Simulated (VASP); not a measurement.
```
AuCl
1.0
    2.98991    -2.18498     0.00000
    2.98991     2.18498     0.00000
   -1.08523     0.00000     6.45736
Au Cl
2 2
Direct
  0.00000   0.50000   0.00000
  0.50000   0.00000   0.50000
  0.58160   0.41840   0.25000
  0.41840   0.58160   0.75000
```

Level of theory: PBE GGA, VASP's PBE PAW potentials (set 64) (plane waves; VASP). Run with 300 eV cut-off, 6×6×3 Γ-centred mesh, Fermi-Dirac smearing of 0.10 eV, potentials Au Cl.

Question: Give the energies of bands 8 to 21 at the high-symmetry points, in eV from the Fermi level.

Answer: 
| band | Γ | C | Y2 | M2 | D | A | V2 |
|---|---|---|---|---|---|---|---|
| 8 | -4.38 | -5.64 | -5.09 | -6.12 | -5.92 | -5.15 | -5.40 |
| 9 | -4.34 | -3.84 | -4.17 | -3.73 | -3.67 | -3.79 | -3.78 |
| 10 | -4.07 | -3.60 | -3.87 | -3.73 | -3.67 | -3.79 | -3.67 |
| 11 | -3.99 | -3.47 | -3.51 | -3.38 | -3.42 | -3.65 | -3.45 |
| 12 | -3.81 | -3.39 | -3.37 | -3.38 | -3.42 | -3.65 | -3.43 |
| 13 | -3.54 | -3.18 | -3.31 | -2.90 | -3.00 | -3.39 | -3.15 |
| 14 | -3.32 | -3.16 | -3.21 | -2.90 | -3.00 | -3.39 | -2.84 |
| 15 | -3.27 | -2.61 | -2.67 | -2.51 | -2.67 | -2.81 | -2.77 |
| 16 | -2.87 | -2.51 | -2.39 | -2.51 | -2.67 | -2.81 | -2.56 |
| 17 | -1.45 | -2.35 | -2.07 | -1.39 | -1.29 | -0.97 | -1.01 |
| 18 | -0.39 | -0.15 | 0.07 | -1.39 | -1.29 | -0.97 | -0.96 |
| 19 | -0.07 | 1.51 | 1.32 | 2.00 | 2.19 | 1.43 | 0.89 |
| 20 | 3.09 | 2.64 | 1.49 | 2.00 | 2.19 | 1.43 | 1.48 |
| 21 | 3.98 | 2.98 | 4.17 | 3.46 | 3.84 | 5.90 | 4.11 |

It has no gap at this level: it comes out as a metal or semimetal.

The structure was generated: AuCl was put into an ordered model structure, which need not be its known phase. The cell was not relaxed at this level. The k-mesh is coarse (spacing up to 0.32 per Å, 2π included), so the numbers may not be converged in it.
